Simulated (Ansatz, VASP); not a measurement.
This is a calculation of TaV for VASP 6.6.1.

INCAR

```
SYSTEM = TaV
  ALGO = Normal
  EDIFF = 1E-7
  ENCUT = 520
  GGA = PE
  ISIF = 2
  ISMEAR = -1
  ISPIN = 2
  LASPH = .True.
  LCHARG = .True.
  LELF = .True.
  LMAXMIX = 4
  LORBIT = 11
  LREAL = .False.
  LVHAR = .True.
  LWAVE = .False.
  MAGMOM = 0 2
  NBANDS = 23
  NELM = 120
  PREC = Accurate
  SIGMA = 0.05
```

KPOINTS

```
k-points
0
Gamma
  10 10 6
  0 0 0
```

POSCAR

```
TaV
1.0
    1.6067000000     -2.3077750000      0.0000000000
    1.6067000000      2.3077750000      0.0000000000
    0.0000000000      0.0000000000      4.3413610000
Ta V
1 1
Direct
    0.0000000000      0.0000000000      0.0000000000
    0.5000000000      0.5000000000      0.5000000000
```

Potentials or basis: VASP PAW PBE potentials, release 64 (Ta_pv, V_sv).

The run is started by

```bash
$ cat potpaw_PBE.64/Ta_pv/POTCAR potpaw_PBE.64/V_sv/POTCAR > POTCAR
$ mpirun -np 1 vasp_std > vasp.out
```

**Question.** Translate it to Ansatz 0.2.0. Potentials there: Ansatz PAW.

**Answer.** As run (the cutoff follows the program's own potentials):

Contents of input.yaml:

```yaml
crystal:
  lattice:
    - [1.6067, -2.307775, 0.0]
    - [1.6067, 2.307775, 0.0]
    - [0.0, 0.0, 4.341361]
  atoms:
    - { symbol: Ta, position: [0.0, 0.0, 0.0] }
    - { symbol: V, position: [0.5, 0.5, 0.5], spin: 2.0 }
hamiltonian:
  xc: pbe
  pseudopotentials: { kind: paw }
magnetization:
  spin_polarized: true
kpoints:
  mp_grid: { grid: [10, 10, 6] }
scf:
  occupations: { method: fermi_dirac, width: 0.05 }
output:
  forces: true
  stress: true
  eigenvalues: true
```

Potentials or basis: Ansatz PAW.

Run with:

```bash
$ ansatz run input.yaml --threads 2 --pin off --max-ram 5120MiB --backend cpu --events-out ev --progress --plain --runs-dir out
```

Both were run:

|  | VASP | Ansatz | Ansatz less VASP |
| --- | --- | --- | --- |
| gap on the k mesh at the Fermi level (eV) | none | none | - |
| pressure (GPa) | 0.2 | 0.0 | -0.17 |
| largest component of the traceless stress (GPa) | 0.58 | 0.57 | -0.004 |
| net moment per atom (μB) | 0.00 | 0.00 | 0.000 |

A gap of «none» marks a metal or a gap that the smearing closes. The two sets of potentials don't hold the same shells in valence.

Caveats: the starting moments weren't kept (Ansatz). Spin-orbit coupling is left out, which matters for the levels of Ta.
